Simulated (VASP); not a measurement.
An input for Quantum ESPRESSO's pw.x (written as the equivalent of a VASP run, and not itself run):

```
&CONTROL
  calculation = 'vc-relax'
  pseudo_dir = './pseudo'
  outdir = './out'
  tprnfor = .true.
  tstress = .true.
  nstep = 30
  forc_conv_thr = 0.00039
/
&SYSTEM
  ibrav = 0
  nat = 4
  ntyp = 2
  ecutwfc = 84
  occupations = 'smearing'
  smearing = 'gaussian'
  degauss = 0.003675
  input_dft = 'pbe'
/
&ELECTRONS
  conv_thr = 7.3e-09
  electron_maxstep = 100
/
&IONS
/
&CELL
  cell_dofree = 'shape'
/
ATOMIC_SPECIES
  Sn 118.710 Sn.upf
  O 15.999 O.upf
CELL_PARAMETERS angstrom
     3.9452081    0.0000000    0.0000000
     0.0000000    3.9452081    0.0000000
     0.0000000    0.0000000    5.1305155
ATOMIC_POSITIONS crystal
  Sn   0.5000000  0.0000000  0.7689655
  Sn   0.0000000  0.5000000  0.2310345
  O    0.5000000  0.5000000  0.0000000
  O    0.0000000  0.0000000  0.0000000
K_POINTS automatic
  7 7 5 0 0 0
```

Task: Translate this input to VASP (INCAR, KPOINTS, POSCAR, choice of POTCAR).

Result: This is not unique; one that fits is 
File POSCAR:
```
SnO
1
    3.9452080669     0.0000000000     0.0000000000
    0.0000000000     3.9452080669     0.0000000000
    0.0000000000     0.0000000000     5.1305155123
Sn O
2 2
Direct
  0.5000000000   0.0000000000   0.7689654975
  0.0000000000   0.5000000000   0.2310345025
  0.5000000000   0.5000000000   0.0000000000
  0.0000000000   0.0000000000   0.0000000000
```

KPOINTS:
```
Automatic
0
Gamma
 7 7 5
0 0 0
```

INCAR:
```
SYSTEM = SnO
PREC = Accurate
ENCUT = 520
EDIFF = 1E-7
NELM = 100
ALGO = Normal
LREAL = .FALSE.
LASPH = .TRUE.
ISMEAR = 0
SIGMA = 0.05
GGA = PE
LMAXMIX = 4
LWAVE = .FALSE.
LCHARG = .FALSE.
ISIF = 4
IBRION = 2
NSW = 30
EDIFFG = -0.01
```

POTCAR, in this order: Sn_d O (PBE.64 set). Program: vasp_std.

Limits of the translation: the potentials are each code's own (VASP's PAW set, PseudoDojo norm-conserving files in pw.x), so ENCUT and ecutwfc are chosen apart and not converted; conv_thr bounds pw.x's estimated SCF error, while EDIFF bounds the energy change between steps; forc_conv_thr acts on force components and is met together with etot_conv_thr.

The compound is SnO in the litharge structure. This cell is one point of a volume scan, at 1.06 of the reference volume. Symmetry was kept, so distortions that lower it aren't found.
